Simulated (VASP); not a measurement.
An input for Ansatz (written as the equivalent of a VASP run, and not itself run):

Ansatz 0.2 input:
```yaml
crystal:
  lattice:
    - [4.2467000, 0.0000000, 0.0000000]
    - [0.0000000, 4.2467000, 0.0000000]
    - [0.0000000, 0.0000000, 4.2467000]
  atoms:
    - { symbol: Cu, position: [0.2541290, 0.2508180, 0.7463220] }
    - { symbol: Cu, position: [0.2421760, 0.7505250, 0.2525900] }
    - { symbol: Cu, position: [0.7576410, 0.7436010, 0.7574590] }
    - { symbol: Cu, position: [0.7549020, 0.2600190, 0.2428940] }
    - { symbol: O, position: [0.4962810, 0.4958370, 0.4996020] }
    - { symbol: O, position: [-0.0051300, -0.0008010, 0.0011330] }
kpoints:
  mp_grid: { grid: [5, 5, 5] }
hamiltonian:
  xc: pbe
  pseudopotentials: { kind: paw }
scf:
  occupations: { method: gaussian, width: 0.01 }
  max_iter: 100
output: { forces: true, stress: true, eigenvalues: true }
```

Task: Translate this input to VASP (INCAR, KPOINTS, POSCAR, choice of POTCAR).

Result: One answer among several that fit: 
INCAR:
```
! general
SYSTEM =Cu2O
PREC   =Accurate
ENCUT  =400
LREAL  =F
LASPH  =T

! electronic loop
EDIFF  =1E-6
NELM   =100
ALGO   =Normal
LMAXMIX=4

! smearing
ISMEAR =0
SIGMA  =0.01

! functional
GGA    =PE

! ions
ISIF   =2

! output
LWAVE  =F
LCHARG =F
```

### KPOINTS
```
Automatic mesh
0
Gamma
5 5 5
0 0 0
```

File POSCAR:
```
Cu2O
1
    4.2467000000     0.0000000000     0.0000000000
    0.0000000000     4.2467000000     0.0000000000
    0.0000000000     0.0000000000     4.2467000000
Cu O
4 2
Direct
  0.2541290000   0.2508180000   0.7463220000
  0.2421760000   0.7505250000   0.2525900000
  0.7576410000   0.7436010000   0.7574590000
  0.7549020000   0.2600190000   0.2428940000
  0.4962810000   0.4958370000   0.4996020000
 -0.0051300000  -0.0008010000   0.0011330000
```

POTCAR, in this order: Cu O (PBE.64 set). Program: vasp_std.

Limits of the translation: each code has its own PAW files, so the cut-off isn't converted (ENCUT is set for VASP's; basis.ecutwfc is left out, and Ansatz then takes the one that its files recommend); Ansatz stops its SCF on the density residual and VASP on the energy change (EDIFF).

The structure comes from a computed database's Cu2O entry; how it stands against other phases isn't given here. The cell was not relaxed at this level, atoms are displaced from their ideal sites.
